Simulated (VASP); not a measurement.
A VASP calculation is set up with these files.

### POSCAR
```
AlAs
1
    0.0000000000     2.8300000000     2.8300000000
    2.8300000000     0.0000000000     2.8300000000
    2.8300000000     2.8300000000     0.0000000000
Al As
1 1
Direct
  0.0000000000   0.0000000000   0.0000000000
  0.2500000000   0.2500000000   0.2500000000
```

### INCAR
```
# general
SYSTEM  = AlAs
PREC    = Accurate
ENCUT   = 400   # plane-wave cut-off (eV)
LREAL   = F   # projection in real space or not
LASPH   = T

# electronic loop
EDIFF   = 1E-6   # SCF stop (eV)
NELM    = 100
ALGO    = Normal   # blocked Davidson
LMAXMIX = 4

# smearing
ISMEAR  = 0
SIGMA   = 0.05

# functional
GGA     = PE   # PBE

# ions
ISIF    = 2   # forces and stress, cell fixed

# output
LWAVE   = F
LCHARG  = F
```

### KPOINTS
```
Automatic mesh
0
Gamma
6 6 6
0 0 0
```

POTCAR, in this order: Al As (PBE.64 set). Program: vasp_std.

Question: Write an equivalent input for Ansatz.

Answer: One equivalent input (not run):
Ansatz 0.2 input:
```yaml
crystal:
  lattice:
    - [0.0000000, 2.8300000, 2.8300000]
    - [2.8300000, 0.0000000, 2.8300000]
    - [2.8300000, 2.8300000, 0.0000000]
  atoms:
    - { symbol: Al, position: [0.0000000, 0.0000000, 0.0000000] }
    - { symbol: As, position: [0.2500000, 0.2500000, 0.2500000] }
kpoints:
  mp_grid: { grid: [6, 6, 6] }
hamiltonian:
  xc: pbe
  pseudopotentials: { kind: paw }
scf:
  occupations: { method: gaussian, width: 0.05 }
  max_iter: 100
output: { forces: true, stress: true, eigenvalues: true }
```
The two are equivalent in intent, not identical: each code has its own PAW files, so the cut-off isn't converted (ENCUT is set for VASP's; basis.ecutwfc is left out, and Ansatz then takes the one that its files recommend); Ansatz stops its SCF on the density residual and VASP on the energy change (EDIFF).

The compound is AlAs in the zinc blende structure. The cell was not relaxed at this level.
